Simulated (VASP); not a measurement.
# YGe: structure and properties in VASP

Wanted: the relaxed cell of YGe and its properties. The steps: relaxing cell and atoms (PBEsol), second relaxation, density, ELF and potential (PBEsol), bands along the symmetry lines (PBEsol), density of states (PBEsol), vibrations at Γ (PBEsol), volume scan with PBEsol, fit for PBEsol and self-consistent run (PBEsol), changed input. The start is a computed cell from the Materials Project.

Program: VASP 6.6.1. Level of theory: PBEsol; plane waves and PAW (Y_sv, Ge_d). Results are calculated unless marked as measured.

**1. Starting point**

Before any relaxation, the start is as follows. The structure is orthorhombic, space group Cmcm (No. 63). Conventional cell: a = 4.283 Å, b = 10.724 Å, c = 3.955 Å, α = 90.00°, β = 90.00°, γ = 90.00°. Nearest to Y lie 7 Ge at 2.97 to 3.21 Å. Nearest to Ge lie 2 Ge at 2.68 Å and 7 Y at 2.97 to 3.21 Å. Farther neighbours are not listed.

Structure file:

```xyz
4
Lattice="2.1413 -5.3622 0.0000 2.1413 5.3622 0.0000 0.0000 0.0000 3.9546" Properties=species:S:1:pos:R:3 pbc="T T T"
Y     2.1413    3.8757    0.9886
Y     2.1413   -3.8757    2.9659
Ge    2.1413    0.9049    0.9886
Ge    2.1413   -0.9049    2.9659
```

**2. Relaxing cell and atoms (PBEsol)**

Properties are meant for the cell that this level of theory prefers, so cell and atoms are relaxed first (ISIF = 3) until forces and stress are small; EDIFFG sets the threshold. PBEsol restores the gradient expansion of exchange and is tuned for the cells of solids.

INCAR reads:

```
SYSTEM = YGe
PREC = Accurate
ENCUT = 410
EDIFF = 1E-06
NELM = 100
ISMEAR = 0
SIGMA = 0.05
LREAL = .FALSE.
ALGO = Normal
GGA = PS
NBANDS = 31
LASPH = .TRUE.
LORBIT = 11
LWAVE = .FALSE.
LCHARG = .FALSE.
KPAR = 4
IBRION = 2
NSW = 60
ISIF = 3
EDIFFG = -0.01
```

POSCAR reads:

```
YGe
1.0
    2.1412800099     -5.3621999791      0.0000000000
    2.1412800099      5.3621999791      0.0000000000
    0.0000000000      0.0000000000      3.9545990300
Y Ge
2 2
Direct
    0.1386058500      0.8613941500      0.2500000000
    0.8613941500      0.1386058500      0.7500000000
    0.4156176900      0.5843823100      0.2500000000
    0.5843823100      0.4156176900      0.7500000000
```

KPOINTS reads:

```
Automatic mesh
0
Gamma
6 6 6
0 0 0
```

The projector-augmented-wave data sets are Y_sv and Ge_d (PBE family, release 64).

Launch:

```console
$ mpirun -np 4 vasp_std
```

Log:

```text
[banner, memory and clock lines left out]
running    4 mpi-ranks, on    1 nodes
 distrk:  each k-point on    1 cores,    4 groups
 distr:  one band on    1 cores,    1 groups

 POSCAR found type information on POSCAR Y Ge
 POSCAR found :  2 types and       4 ions
|                                                                             |
|               ----> ADVICE to this user running VASP <----                  |
|                                                                             |
|     You enforced a specific xc type in the INCAR file but a different       |
|     [... a line on the potential file left out ...]
|     I HOPE YOU KNOW WHAT YOU ARE DOING!                                     |
|                                                                             |

 LDA part: xc-table for (Slater+PW92), standard interpolation
 POSCAR, INCAR and KPOINTS ok, starting setup
 FFT: planning ... GRIDC
 FFT: planning ... GRID_SOFT
 FFT: planning ... GRID
 WAVECAR not read
 entering main loop
       N       E                     dE             d eps       ncg     rms          rms(c)
DAV:   1     0.401044342203E+03    0.40104E+03   -0.21810E+04  3819   0.296E+03
DAV:   2     0.375651165873E+02   -0.36348E+03   -0.35248E+03  3281   0.714E+02
DAV:   3    -0.227120122775E+02   -0.60277E+02   -0.59412E+02  3896   0.177E+02
DAV:   4    -0.285494248236E+02   -0.58374E+01   -0.58116E+01  5386   0.476E+01
DAV:   5    -0.286974169392E+02   -0.14799E+00   -0.14795E+00  4397   0.790E+00    0.391E+01
DAV:   6    -0.275165110948E+02    0.11809E+01   -0.26016E+00  5097   0.725E+00    0.262E+01
DAV:   7    -0.274074748536E+02    0.10904E+00   -0.21692E+00  5096   0.867E+00    0.479E+00
DAV:   8    -0.273597252665E+02    0.47750E-01   -0.52021E-01  4414   0.490E+00    0.130E+00
DAV:   9    -0.273585226441E+02    0.12026E-02   -0.32604E-02  4619   0.175E+00    0.293E-01
DAV:  10    -0.273583691678E+02    0.15348E-03   -0.21760E-03  4337   0.336E-01    0.588E-02
DAV:  11    -0.273583563533E+02    0.12815E-04   -0.14280E-04  5118   0.101E-01    0.318E-02
DAV:  12    -0.273583532532E+02    0.31001E-05   -0.16163E-05  4057   0.257E-02    0.155E-02
DAV:  13    -0.273583534550E+02   -0.20178E-06   -0.24718E-06  3198   0.130E-02
   1 F= -.27358353E+02 E0= -.27356228E+02  d E =-.273584E+02
 curvature:   0.00 expect dE= 0.000E+00 dE for cont linesearch  0.000E+00
 trial: gam= 0.00000 g(F)=  0.699E-03 g(S)=  0.848E-01 ort = 0.000E+00 (trialstep = 0.100E+01)
 search vector abs. value=  0.855E-01
 bond charge predicted
       N       E                     dE             d eps       ncg     rms          rms(c)
DAV:   1    -0.287091985626E+02   -0.13508E+01   -0.22337E+01  4326   0.529E+01    0.877E+00
DAV:   2    -0.276933221829E+02    0.10159E+01   -0.23119E+00  4192   0.482E+01    0.388E+00
DAV:   3    -0.273709060011E+02    0.32242E+00   -0.11513E+00  5141   0.807E+00    0.207E+00
DAV:   4    -0.273689033085E+02    0.20027E-02   -0.13806E-01  5075   0.166E+00    0.216E+00
DAV:   5    -0.273709966966E+02   -0.20934E-02   -0.20176E-02  5262   0.924E-01    0.597E-01
DAV:   6    -0.273715220753E+02   -0.52538E-03   -0.54982E-03  4341   0.675E-01    0.352E-01
DAV:   7    -0.273715249921E+02   -0.29168E-05   -0.10236E-03  5405   0.133E-01    0.741E-02
DAV:   8    -0.273715082013E+02    0.16791E-04   -0.11136E-04  4720   0.680E-02    0.113E-01
DAV:   9    -0.273715105859E+02   -0.23845E-05   -0.25793E-05  5084   0.300E-02    0.177E-02
DAV:  10    -0.273715106224E+02   -0.36498E-07   -0.85454E-07  2638   0.754E-03
   2 F= -.27371511E+02 E0= -.27369436E+02  d E =-.131572E-01
[... from here on, the cycles between the ionic steps are left out ...]
   3 F= -.27384348E+02 E0= -.27382242E+02  d E =-.259942E-01
   4 F= -.27384338E+02 E0= -.27382233E+02  d E =-.259842E-01
   5 F= -.27384734E+02 E0= -.27382656E+02  d E =-.396408E-03
   6 F= -.27384776E+02 E0= -.27382709E+02  d E =-.438067E-03
   7 F= -.27384853E+02 E0= -.27382797E+02  d E =-.773852E-04
   8 F= -.27384854E+02 E0= -.27382797E+02  d E =-.781896E-04
   9 F= -.27384852E+02 E0= -.27382792E+02  d E =-.759162E-04
  10 F= -.27384855E+02 E0= -.27382798E+02  d E =-.795184E-04
  11 F= -.27384854E+02 E0= -.27382796E+02  d E =-.781903E-04
  12 F= -.27384855E+02 E0= -.27382797E+02  d E =-.791787E-04
  13 F= -.27384855E+02 E0= -.27382797E+02  d E =-.793597E-04
  14 F= -.27384880E+02 E0= -.27382826E+02  d E =-.250952E-04
  15 F= -.27384880E+02 E0= -.27382826E+02  d E =-.252910E-04
 curvature:  -0.26 expect dE=-0.136E-04 dE for cont linesearch -0.251E-05
 ZBRENT: interpolating
 opt :   0.8573  next Energy=   -27.384881 (dE=-0.263E-04)
 bond charge predicted
       N       E                     dE             d eps       ncg     rms          rms(c)
DAV:   1    -0.273848825550E+02   -0.20401E-05   -0.72433E-05  4567   0.728E-02    0.106E-02
DAV:   2    -0.273848813005E+02    0.12545E-05   -0.47220E-06  3684   0.244E-02    0.517E-03
DAV:   3    -0.273848805853E+02    0.71520E-06   -0.10370E-06  1787   0.112E-02
  16 F= -.27384881E+02 E0= -.27382826E+02  d E =-.254771E-04
 curvature:  -0.11 expect dE=-0.168E-05 dE for cont linesearch -0.326E-08
 trial: gam= 0.33940 g(F)=  0.784E-05 g(S)=  0.789E-05 ort = 0.136E-05 (trialstep = 0.958E+00)
 search vector abs. value=  0.237E-04
 reached required accuracy - stopping structural energy minimisation
```

Elapsed: 2.9 min, on 4 MPI ranks of AMD EPYC 9R14 (Zen 4), shared host; peak memory 1 GiB.

The logs omit lines about the potential files and the build; timing stands in the text.

Parts of OUTCAR (step 2):

```text
ion  position               nearest neighbor table
   1  0.139  0.861  0.250-   3 2.97   4 2.97   4 2.97   4 2.97   4 2.97   3 3.21   3 3.21   2 3.57
                             2 3.57   2 3.77   2 3.77   2 3.77   2 3.77
   2  0.861  0.139  0.750-   4 2.97   3 2.97   3 2.97   3 2.97   3 2.97   4 3.21   4 3.21   1 3.57
                             1 3.57   1 3.77   1 3.77   1 3.77   1 3.77
   3  0.416  0.584  0.250-   4 2.68   4 2.68   1 2.97   2 2.97   2 2.97   2 2.97   2 2.97   1 3.21
                             1 3.21
   4  0.584  0.416  0.750-   3 2.68   3 2.68   2 2.97   1 2.97   1 2.97   1 2.97   1 2.97   2 3.21
                             2 3.21

  LATTYP: Found a base centered orthorhombic cell.
 ALAT       =     4.2825600198
 B/A-ratio  =     2.5042030721
 C/A-ratio  =     0.9234194061

 Subroutine GETGRP returns: Found  8 space group operations
 (whereof  4 operations were pure point group operations)

The static configuration has the point symmetry C_2h.
 The point group associated with its full space group is D_2h.

 Found     52 irreducible k-points:

   k-points           NKPTS =     52   k-points in BZ     NKDIM =     52   number of bands    NBANDS=     31

   dimension x,y,z NGX =    40 NGY =   40 NGZ =   28
   dimension x,y,z NGXF=    80 NGYF=   80 NGZF=   56

   ENCUT  =  410.0 eV  30.13 Ry    5.49 a.u.   9.53  9.53  6.53*2*pi/ulx,y,z

   NELECT =      50.0000    total number of electrons

 k-points in reciprocal lattice and weights: Automatic mesh
   0.00000000  0.00000000  0.00000000       0.005
   0.16666667  0.00000000  0.00000000       0.019
   0.33333333  0.00000000  0.00000000       0.019
   0.50000000  0.00000000  0.00000000       0.009
   0.16666667  0.16666667  0.00000000       0.009
   0.33333333  0.16666667  0.00000000       0.019
   0.50000000  0.16666667  0.00000000       0.019
  -0.33333333  0.16666667  0.00000000       0.019
  -0.16666667  0.16666667  0.00000000       0.009
[...]
-0.33333333  0.33333333  0.50000000       0.009
   0.50000000  0.50000000  0.50000000       0.005

 average (electrostatic) potential at core
       1 -34.8508       2 -34.8508       3 -73.2629       4 -73.2629

 E-fermi :   5.1897

 k-point     1 :       0.0000    0.0000    0.0000
  band No.  band energies     occupation
    ...
     20      -1.8231      2.00000
     21       2.4128      2.00000
     22       3.3285      2.00000
     23       3.9606      2.00000
     24       4.2086      2.00000
     25       5.5795      0.00000
     26       5.8547      0.00000
     27       6.6461      0.00000
     28       7.8307      0.00000
     29       8.0670      0.00000
    ...

 k-point     2 :       0.1667    0.0000    0.0000
  band No.  band energies     occupation
    ...
     20      -1.6744      2.00000
     21       1.7093      2.00000
     22       3.5366      2.00000
     23       3.6987      2.00000
     24       3.9783      2.00000
     25       5.5742      0.00000
     26       6.1600      0.00000
     27       6.3063      0.00000
     28       6.7352      0.00000
     29       7.7989      0.00000
    ...

 k-point     3 :       0.3333    0.0000    0.0000
  band No.  band energies     occupation
    ...
     20      -1.3496      2.00000
     21       1.0712      2.00000
     22       2.7476      2.00000
     23       3.1973      2.00000
     24       3.5161      2.00000
     25       5.6182      0.00000
     26       6.1656      0.00000
     27       6.7102      0.00000
     28       6.9288      0.00000
     29       7.3915      0.00000
    ...

  Total        0.0216642     -0.0064792      0.0119554      0.0000000      0.0000000      0.0000000
  in kB        0.3945578     -0.1180012      0.2177376      0.0000000      0.0000000      0.0000000
  external PRESSURE =       0.1647647 kB  Pullay stress =       0.0000000 kB

  energy-cutoff  :      410.00
  volume of cell :       87.97
      direct lattice vectors                 reciprocal lattice vectors
     2.110770854 -5.298019391 -0.000000000     0.236880284 -0.094374891 -0.000000000
     2.110770854  5.298019391  0.000000000     0.236880284  0.094374891  0.000000000
     0.000000000 -0.000000000  3.933305280     0.000000000 -0.000000000  0.254239101

 POSITION                                       TOTAL-FORCE (eV/Angst)
 -----------------------------------------------------------------------------------
      2.11077      3.83552      0.98333         0.000000      0.004775      0.000000
      2.11077     -3.83552      2.94998         0.000000     -0.004775     -0.000000
      2.11077      0.89673      0.98333         0.000000      0.007647      0.000000
      2.11077     -0.89673      2.94998         0.000000     -0.007647     -0.000000
 -----------------------------------------------------------------------------------
    total drift:                                0.000000      0.000000      0.000000

  FREE ENERGIE OF THE ION-ELECTRON SYSTEM (eV)
  ---------------------------------------------------
  free  energy   TOTEN  =       -27.3848805853 eV

  energy  without entropy=      -27.3807712088  energy(sigma->0) =      -27.38282590

 reached required accuracy - stopping structural energy minimisation

 total charge
# of ion       s       p       d       f       tot
--------------------------------------------------
    1        2.182   6.362   1.078   0.028   9.650
    2        2.182   6.362   1.078   0.028   9.650
    3        1.135   1.282  10.009   0.000  12.426
    4        1.135   1.282  10.009   0.000  12.426
--------------------------------------------------
tot          6.634  15.287  22.174   0.056  44.151

[... 3 further parts left out ...]
```

CONTCAR:

```
YGe
   1.00000000000000
     2.1107708539959296   -5.2980193910071014   -0.0000000000000000
     2.1107708539959296    5.2980193910071014    0.0000000000000000
     0.0000000000000000   -0.0000000000000000    3.9333052795471697
  Y               Ge
     2     2
Direct
     0.1380232545275511    0.8619767454724487    0.2500000000000000
     0.8619767454724487    0.1380232545275511    0.7500000000000000
     0.4153710893926268    0.5846289106073730    0.2500000000000000
     0.5846289106073730    0.4153710893926268    0.7500000000000000
```

The k-mesh is coarse for a metal. The PAW data sets were made with PBE, which is usual practice but a small mismatch for other functionals. The run keeps the 8 symmetry operations of its start, so it cannot find a distortion of lower symmetry.

Step by step:

| step | energy less that of the first step (eV) | largest force (eV/Å) | pressure (GPa) | volume (Å³) |
| --- | --- | --- | --- | --- |
| 1 | 0.0000 | 0.0813 | -2.67 | 90.81 |
| 2 | -0.0132 | 0.0026 | 2.15 | 85.93 |
| 3 | -0.0260 | 0.0340 | 0.04 | 87.89 |
| 4 | -0.0260 | 0.0330 | 0.10 | 87.83 |
| 5 | -0.0264 | 0.0229 | 0.09 | 87.87 |
| 6 | -0.0264 | 0.0179 | 0.08 | 87.88 |
| 7 | -0.0265 | 0.0115 | -0.05 | 88.03 |
| 8 | -0.0265 | 0.0131 | -0.10 | 88.03 |
| 9 | -0.0265 | 0.0124 | 0.09 | 88.00 |
| 10 | -0.0265 | 0.0117 | -0.14 | 88.02 |
| 11 | -0.0265 | 0.0124 | -0.01 | 88.01 |
| 12 | -0.0265 | 0.0107 | -0.01 | 88.01 |
| 13 | -0.0265 | 0.0106 | -0.04 | 88.01 |
| 14 | -0.0265 | 0.0074 | 0.12 | 87.97 |
| 15 | -0.0265 | 0.0086 | -0.06 | 87.98 |
| 16 | -0.0265 | 0.0076 | 0.02 | 87.97 |

| conventional cell, symmetrised | before | after | change |
| --- | --- | --- | --- |
| a (Å) | 4.283 | 4.222 | -1.4 % |
| b (Å) | 10.724 | 10.596 | -1.2 % |
| c (Å) | 3.955 | 3.933 | -0.5 % |
| volume (Å³/atom) | 22.70 | 21.99 | -3.1 % |

Final coordinates:

```xyz
4
Lattice="2.1108 -5.2980 0.0000 2.1108 5.2980 0.0000 0.0000 0.0000 3.9333" Properties=species:S:1:pos:R:3 pbc="T T T"
Y     2.1108    3.8355    0.9833
Y     2.1108   -3.8355    2.9500
Ge    2.1108    0.8967    0.9833
Ge    2.1108   -0.8967    2.9500
```

Numbers from this step:

| Item | Value |
| --- | --- |
| electrons | 50 |
| bands | 31 |
| irreducible k-points | 52 |
| symmetry operations | 8 |
| free energy (TOTEN) | -27.38 eV |
| energy at zero smearing | -27.38 eV |
| Fermi energy | 5.190 eV |
| pressure | 0.01648 GPa |
| metallic | yes |
| SCF cycles over all ionic steps | 86 |

It ends with a largest force of 0.008 eV/Å and a pressure of 0.02 GPa.

(Continued in part 2 of 6.)

[Lines on the potential files, build, host, timing and source positions are cut from VASP's logs without a mark.]

[Logs are printed without paths, hosts, clocks, repeated set-up lines and the standing remarks that a program may print on its own settings, such as how far it seeks lower states.]

[Hosts, paths, dates, database ids (printed as entryN), source tags and the programs' standing remarks are cut or masked in the printed files.]

[A measured line is paired with the nearest computed mode of its activity, which favours agreement.]
